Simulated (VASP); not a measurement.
A run of VASP 6.6.1:

The input INCAR:

```
PREC = Accurate
ENCUT = 520
EDIFF = 1E-6
ISMEAR = -1
SIGMA = 0.05
LREAL = Auto
LASPH = True
NELM = 100
ALGO = Fast
ISIF = 2
LWAVE = False
LCHARG = False
GGA = PE
IVDW = 12
NBANDS = 56
```

KPOINTS

```
Automatic mesh
0
Gamma
  1 1 1
```

The input POSCAR:

```
LiH17O9
1.0
    7.1738770000      0.0000000000      0.0000000000
    0.0000000000      7.1738770000      0.0000000000
    0.0000000000      0.0000000000      7.1738770000
O H Li
9 17 1
Direct
    0.1861197230      0.0456238656      0.2632049588
    0.1630220312      0.8011567525      0.4992558417
    0.1860639651      0.5135577318      1.0464216211
    0.5114110543      0.4452125399      0.7117769095
    0.8577230973      0.3133312712      0.8906759901
    0.8198635131      0.1520237941      0.2478576089
    0.7407291761      0.7706850842      0.3958110796
    0.3499363036      0.3712776230      0.3832516225
    0.2949590577      0.8492618427     -0.0431565805
    0.0514923799      0.0905507580      0.2348939074
    0.2296247901     -0.0294122690      0.1481346837
    0.1753305779      0.9015487720      0.3924795477
    0.0477705430      0.7386103776      0.4754193583
    0.2399539329      0.6411177666      1.0345451978
    0.2559146191      0.4266451739      0.9705769976
    0.4330155089      0.4287918513      0.6001915004
    0.5042322304      0.5817774684      0.7282115375
    0.7594359368      0.3824291941      0.8140368172
    0.9548254033      0.3997838268      0.9230573649
    0.8231114082      0.2358417910      0.1363837155
    0.7674371891      0.2231568788      0.3481938706
    0.7284066900      0.8629782752      0.2927984408
    0.6668221382      0.6678815374      0.3624539423
    0.3030578863      0.2359393672      0.3531981382
    0.3074766964      0.4422434341      0.2783850350
    0.4249027409      0.8540291393     -0.0434074908
    0.1671759914      0.8712722563      0.7582789613
```

Potentials or basis: VASP PAW PBE potentials, release 64 (O, H, Li_sv).

Launch:

```bash
$ cat potpaw_PBE.64/O/POTCAR potpaw_PBE.64/H/POTCAR potpaw_PBE.64/Li_sv/POTCAR > POTCAR
$ mpirun -np 1 vasp_gam > vasp.out
```

Hardware: 1 thread of Intel(R) Xeon(R) 6975P-C (Granite Rapids) (shared host).

Q: How long does it take, and how much memory?

A: Wall time 33 s on 1 thread of Intel(R) Xeon(R) 6975P-C (Granite Rapids) (shared host), peak memory 0.38 GiB. Counts: scf iterations 20, k points 1.
